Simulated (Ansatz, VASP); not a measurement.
# BPd3C in two plane-wave programs, part 2 of 3

Wanted: the spread between two codes on one cell, functional and k mesh. The cell is generated by rule, not measured, and may not be a known phase. The cell is taken from a series of runs on this material, whose earlier steps may have relaxed, scaled, displaced or heated it; both programs get it as it stands.

VASP 6.6.1 and Ansatz 0.2.0.

So far: Starting point; Ansatz: zone-centre phonons, PBEsol.

### 3. VASP: zone-centre phonons, PBEsol

Level of this step: PBEsol; plane waves and PAW (B, Pd, C); invented cell (VASP).

The same cell, functional, mesh and smearing now go to VASP, with its own data sets.

Lines of VASP's logs that name or quote its potential files are left out, and so is its time.

Contents of INCAR:

```
SYSTEM = BPd3C
PREC = Accurate
ENCUT = 600
EDIFF = 1E-08
NELM = 120
ISMEAR = 1
SIGMA = 0.15
LREAL = .FALSE.
ALGO = Normal
GGA = PS
NBANDS = 24
LASPH = .TRUE.
LORBIT = 11
LWAVE = .FALSE.
LCHARG = .FALSE.
ISIF = 2
IBRION = 8
GGA_COMPAT = .FALSE.
KPAR = 2
```

Contents of POSCAR:

```
BPd3C
1.0
    2.9302715832      1.6917930873      2.3496659246
   -2.9302715832      1.6917930873      2.3496659246
    0.0000000000     -3.3835861747      2.3496659246
B Pd C
1 3 1
Direct
    0.1400372769      0.1400372769      0.1400372769
    0.4727548185      0.4727548185      0.9948810917
    0.9948810917      0.4727548185      0.4727548185
    0.4727548185      0.9948810917      0.4727548185
    0.5123114839      0.5123114839      0.5123114839
```

Contents of KPOINTS:

```
Automatic mesh
0
Gamma
9 9 9
0 0 0
```

Potentials, in the order of the species: B, Pd and C (PBE family, release 64).

Launch:

```bash
mpirun -np 2 vasp_std
```

What it wrote:

```text
[banner, memory and clock lines left out]
running    2 mpi-ranks, on    1 nodes
 distrk:  each k-point on    1 cores,    2 groups
 distr:  one band on    1 cores,    1 groups

 POSCAR found type information on POSCAR B PdC
 POSCAR found :  3 types and       5 ions
|                                                                             |
|               ----> ADVICE to this user running VASP <----                  |
|                                                                             |
|     You enforced a specific xc type in the INCAR file but a different       |
|     [... a line on the potential file left out ...]
|     I HOPE YOU KNOW WHAT YOU ARE DOING!                                     |
|                                                                             |

 LDA part: xc-table for (Slater+PW92), standard interpolation
 POSCAR, INCAR and KPOINTS ok, starting setup
 FFT: planning ... GRIDC
 FFT: planning ... GRID_SOFT
 FFT: planning ... GRID
 WAVECAR not read
 entering main loop
       N       E                     dE             d eps       ncg     rms          rms(c)
DAV:   1     0.238185202295E+03    0.23819E+03   -0.19951E+04  4080   0.162E+03
DAV:   2    -0.238714630299E+02   -0.26206E+03   -0.25168E+03  4600   0.337E+02
DAV:   3    -0.343570786085E+02   -0.10486E+02   -0.10259E+02  5064   0.675E+01
DAV:   4    -0.345295842171E+02   -0.17251E+00   -0.17235E+00  4568   0.905E+00
DAV:   5    -0.345324966613E+02   -0.29124E-02   -0.29120E-02  5304   0.117E+00    0.258E+01
DAV:   6    -0.317000439211E+02    0.28325E+01   -0.18869E+01  4952   0.355E+01    0.981E+00
DAV:   7    -0.312265571419E+02    0.47349E+00   -0.27693E+00  4272   0.148E+01    0.706E+00
DAV:   8    -0.311793920102E+02    0.47165E-01   -0.32508E-01  4960   0.313E+00    0.168E+00
DAV:   9    -0.311603303103E+02    0.19062E-01   -0.51676E-02  4912   0.158E+00    0.316E-01
DAV:  10    -0.311599679277E+02    0.36238E-03   -0.11944E-02  4776   0.617E-01    0.208E-01
DAV:  11    -0.311598423415E+02    0.12559E-03   -0.79023E-04  4960   0.189E-01    0.625E-02
DAV:  12    -0.311598270708E+02    0.15271E-04   -0.77268E-05  5144   0.530E-02    0.224E-02
DAV:  13    -0.311598277707E+02   -0.69985E-06   -0.63658E-06  4744   0.164E-02    0.362E-03
DAV:  14    -0.311598279464E+02   -0.17574E-06   -0.80272E-07  5120   0.514E-03    0.183E-03
DAV:  15    -0.311598278825E+02    0.63933E-07   -0.66532E-08  4544   0.145E-03    0.525E-04
DAV:  16    -0.311598278672E+02    0.15321E-07   -0.15954E-08  3520   0.777E-04    0.106E-04
DAV:  17    -0.311598278641E+02    0.30927E-08   -0.10246E-09  2504   0.214E-04
   1 F= -.31159828E+02 E0= -.31160338E+02  d E =0.153173E-02
 Linear response reoptimize wavefunctions to high precision
DAV:   1    -0.311598278656E+02   -0.14848E-08   -0.23198E-10  2704   0.980E-05
DAV:   2    -0.311598278656E+02    0.63665E-11   -0.41969E-11  2320   0.419E-05
 Linear response DOF=           7
 Linear response progress:
  Degree of freedom:   1/  7
       N       E                     dE             d eps       ncg     rms          rms(c)
RMM:   1    -0.371774387535E-01   -0.37177E-01    0.33147E-02 43638   0.101E+00
RMM:   2    -0.370324875729E-01    0.14495E-03   -0.13357E-03 27536   0.223E-01    0.162E-01
RMM:   3    -0.370268103135E-01    0.56773E-05   -0.62326E-04 27633   0.141E-01    0.119E-01
RMM:   4    -0.369868086042E-01    0.40002E-04   -0.22648E-04 26964   0.922E-02    0.618E-02
RMM:   5    -0.370509250370E-01   -0.64116E-04   -0.61597E-05 27719   0.403E-02    0.111E-02
RMM:   6    -0.370310707453E-01    0.19854E-04   -0.35739E-06 28328   0.947E-03    0.172E-03
RMM:   7    -0.370311262362E-01   -0.55491E-07    0.64936E-08 28895   0.165E-03    0.839E-04
RMM:   8    -0.370309141018E-01    0.21213E-06    0.82563E-08 28737   0.572E-04    0.366E-04
RMM:   9    -0.370307834203E-01    0.13068E-06    0.53489E-08 28496   0.349E-04    0.903E-05
RMM:  10    -0.370307432305E-01    0.40190E-07    0.71294E-08 29395   0.887E-05    0.417E-05
RMM:  11    -0.370307450537E-01   -0.18232E-08    0.17249E-08 29152   0.376E-05    0.733E-06
 first order change of Fermi-energy   0.11325E-04
 force on displaced ion       1 direction 1 :  -5.108   0.001  -0.000
 Linear response progress:
  Degree of freedom:   2/  7
       N       E                     dE             d eps       ncg     rms          rms(c)
RMM:   1    -0.354894454226E-01   -0.35489E-01    0.25284E-03  9999   0.884E-01
RMM:   2    -0.339806442223E-01    0.15088E-02   -0.11829E-03  6227   0.196E-01    0.176E-01
RMM:   3    -0.339316849030E-01    0.48959E-04   -0.54667E-04  6426   0.110E-01    0.831E-02
RMM:   4    -0.340266886716E-01   -0.95004E-04   -0.78780E-05  6415   0.479E-02    0.349E-02
RMM:   5    -0.340323955829E-01   -0.57069E-05   -0.12112E-05  6547   0.203E-02    0.136E-02
RMM:   6    -0.340077409596E-01    0.24655E-04   -0.22914E-06  6438   0.875E-03    0.214E-03
RMM:   7    -0.339989438243E-01    0.87971E-05   -0.82095E-08  6673   0.198E-03    0.874E-04
RMM:   8    -0.339935807637E-01    0.53631E-05   -0.25907E-08  6565   0.974E-04    0.310E-04
RMM:   9    -0.339925293031E-01    0.10515E-05    0.11724E-09  6706   0.208E-04    0.118E-04
RMM:  10    -0.339925059201E-01    0.23383E-07   -0.56204E-10  6628   0.105E-04    0.223E-05
RMM:  11    -0.339925216537E-01   -0.15734E-07   -0.37537E-09  6848   0.307E-05    0.459E-06
[...]
RMM:   8    -0.263014148837E+00    0.35883E-04    0.27445E-07 27885   0.375E-03    0.644E-04
RMM:   9    -0.263003677683E+00    0.10471E-04    0.16013E-07 29229   0.122E-03    0.164E-04
RMM:  10    -0.263003602296E+00    0.75387E-07   -0.12574E-07 28452   0.385E-04    0.403E-05
RMM:  11    -0.263003739043E+00   -0.13675E-06   -0.41361E-08 29997   0.995E-05    0.167E-05
RMM:  12    -0.263003719124E+00    0.19919E-07   -0.97709E-08 29001   0.387E-05    0.121E-05
RMM:  13    -0.263003713352E+00    0.57717E-08    0.13055E-08 29570   0.230E-05    0.649E-06
 first order change of Fermi-energy   0.72427E-05
 force on displaced ion       2 direction 1 :  -1.008  -0.000  -0.003
 Linear response progress:
  Degree of freedom:   4/  7
       N       E                     dE             d eps       ncg     rms          rms(c)
RMM:   1    -0.270607916380E+00   -0.27061E+00   -0.32250E-01 17005   0.330E+00
RMM:   2    -0.256637635306E+00    0.13970E-01   -0.98726E-03 14769   0.604E-01    0.201E-01
RMM:   3    -0.256808282324E+00   -0.17065E-03   -0.79056E-04 15450   0.157E-01    0.121E-01
RMM:   4    -0.256924747350E+00   -0.11647E-03   -0.26955E-04 15599   0.100E-01    0.752E-02
RMM:   5    -0.257151895042E+00   -0.22715E-03   -0.11653E-04 15434   0.640E-02    0.275E-02
RMM:   6    -0.257244391222E+00   -0.92496E-04   -0.15318E-05 15827   0.234E-02    0.840E-03
RMM:   7    -0.257241932864E+00    0.24584E-05   -0.84512E-07 15949   0.485E-03    0.330E-03
RMM:   8    -0.257240482920E+00    0.14499E-05    0.99645E-09 16085   0.201E-03    0.764E-04
RMM:   9    -0.257238858260E+00    0.16247E-05    0.27709E-07 16356   0.665E-04    0.331E-04
RMM:  10    -0.257237024472E+00    0.18338E-05    0.40252E-08 16220   0.257E-04    0.738E-05
RMM:  11    -0.257236896131E+00    0.12834E-06   -0.26092E-08 16529   0.961E-05    0.239E-05
RMM:  12    -0.257236826254E+00    0.69877E-07   -0.89932E-08 16835   0.418E-05    0.605E-06
RMM:  13    -0.257236825508E+00    0.74597E-09   -0.34908E-08 16781   0.243E-05    0.180E-06
 first order change of Fermi-energy   0.21907E-01
 force on displaced ion       2 direction 2 :   0.000 -17.223   2.466
 Linear response progress:
  Degree of freedom:   5/  7
       N       E                     dE             d eps       ncg     rms          rms(c)
RMM:   1    -0.268408636580E+00   -0.26841E+00   -0.30429E-01 16878   0.329E+00
RMM:   2    -0.259042679429E+00    0.93660E-02   -0.84800E-03 14764   0.563E-01    0.173E-01
RMM:   3    -0.259100389619E+00   -0.57710E-04   -0.82002E-04 15468   0.162E-01    0.120E-01
RMM:   4    -0.259154551082E+00   -0.54161E-04   -0.34384E-04 15421   0.114E-01    0.675E-02
RMM:   5    -0.259349860262E+00   -0.19531E-03   -0.14142E-04 15486   0.674E-02    0.237E-02
RMM:   6    -0.259403424881E+00   -0.53565E-04   -0.13075E-05 15781   0.213E-02    0.945E-03
RMM:   7    -0.259362815018E+00    0.40610E-04   -0.16822E-06 15701   0.795E-03    0.187E-03
RMM:   8    -0.259359616581E+00    0.31984E-05    0.11421E-07 16258   0.174E-03    0.698E-04
RMM:   9    -0.259355047399E+00    0.45692E-05    0.28911E-07 16312   0.749E-04    0.350E-04
RMM:  10    -0.259350877841E+00    0.41696E-05    0.34683E-07 16309   0.254E-04    0.710E-05
RMM:  11    -0.259350114791E+00    0.76305E-06   -0.12487E-08 16521   0.929E-05    0.228E-05
RMM:  12    -0.259349876193E+00    0.23860E-06   -0.60173E-08 16714   0.403E-05    0.810E-06
RMM:  13    -0.259349874985E+00    0.12083E-08   -0.13326E-08 16974   0.221E-05    0.245E-06
 first order change of Fermi-energy  -0.91966E-01
 force on displaced ion       2 direction 3 :   0.000   2.459  -9.015
 Linear response progress:
  Degree of freedom:   6/  7
       N       E                     dE             d eps       ncg     rms          rms(c)
RMM:   1    -0.124191640713E+00   -0.12419E+00    0.65441E-02 41500   0.178E+00
RMM:   2    -0.119095135353E+00    0.50965E-02   -0.58750E-03 26600   0.446E-01    0.178E-01
RMM:   3    -0.119360823850E+00   -0.26569E-03   -0.10134E-03 28136   0.165E-01    0.100E-01
RMM:   4    -0.119652647100E+00   -0.29182E-03   -0.36223E-04 27669   0.103E-01    0.555E-02
RMM:   5    -0.119767957635E+00   -0.11531E-03   -0.88750E-05 27613   0.584E-02    0.206E-02
RMM:   6    -0.119804064075E+00   -0.36106E-04   -0.83781E-06 28572   0.136E-02    0.262E-03
RMM:   7    -0.119797509297E+00    0.65548E-05   -0.57562E-07 28512   0.283E-03    0.994E-04
RMM:   8    -0.119795562728E+00    0.19466E-05    0.18920E-08 29032   0.736E-04    0.303E-04
RMM:   9    -0.119795501688E+00    0.61040E-07   -0.42221E-08 29012   0.282E-04    0.196E-04
RMM:  10    -0.119795431533E+00    0.70155E-07   -0.13660E-08 28778   0.186E-04    0.359E-05
RMM:  11    -0.119795353733E+00    0.77799E-07   -0.47193E-08 29714   0.538E-05    0.150E-05
RMM:  12    -0.119795398261E+00   -0.44527E-07   -0.18643E-08 29504   0.229E-05    0.423E-06
RMM:  13    -0.119795407108E+00   -0.88472E-08   -0.16767E-08 30566   0.116E-05    0.136E-06
 first order change of Fermi-energy   0.18786E-04
 force on displaced ion       5 direction 1 : -10.621  -0.005  -0.002
 Linear response progress:
  Degree of freedom:   7/  7
       N       E                     dE             d eps       ncg     rms          rms(c)
RMM:   1    -0.120533965045E+00   -0.12053E+00    0.81381E-02  9459   0.177E+00
RMM:   2    -0.117078447355E+00    0.34555E-02   -0.50326E-03  6147   0.411E-01    0.155E-01
RMM:   3    -0.117355694262E+00   -0.27725E-03   -0.97765E-04  6511   0.154E-01    0.733E-02
RMM:   4    -0.117644035314E+00   -0.28834E-03   -0.18862E-04  6443   0.664E-02    0.303E-02
RMM:   5    -0.117742505411E+00   -0.98470E-04   -0.12319E-05  6649   0.180E-02    0.144E-02
RMM:   6    -0.117765159018E+00   -0.22654E-04   -0.18697E-06  6517   0.844E-03    0.318E-03
RMM:   7    -0.117759062066E+00    0.60970E-05   -0.17809E-07  6606   0.280E-03    0.112E-03
RMM:   8    -0.117756164074E+00    0.28980E-05   -0.34470E-08  6622   0.897E-04    0.351E-04
RMM:   9    -0.117755295016E+00    0.86906E-06    0.22201E-09  6738   0.226E-04    0.916E-05
RMM:  10    -0.117755126268E+00    0.16875E-06    0.71176E-09  6870   0.890E-05    0.244E-05
RMM:  11    -0.117755142173E+00   -0.15905E-07   -0.58325E-09  6817   0.364E-05    0.527E-06
RMM:  12    -0.117755155100E+00   -0.12926E-07   -0.16031E-09  7009   0.154E-05    0.256E-06
RMM:  13    -0.117755160356E+00   -0.52566E-08   -0.16139E-09  6604   0.924E-06    0.462E-07
 first order change of Fermi-energy   0.27016E+00
 force on displaced ion       5 direction 3 :  -0.000   0.000  -9.337
 Linear response finished
```

(Continued in part 3 of 3.)

[Lines on the potential files, build, host, timing and source positions are cut from VASP's logs without a mark.]

[Logs are printed without paths, hosts, clocks, repeated set-up lines and the standing remarks that a program may print on its own settings, such as how far it seeks lower states.]

[Hosts, paths, dates, database ids (printed as entryN), source tags and the programs' standing remarks are cut or masked in the printed files.]
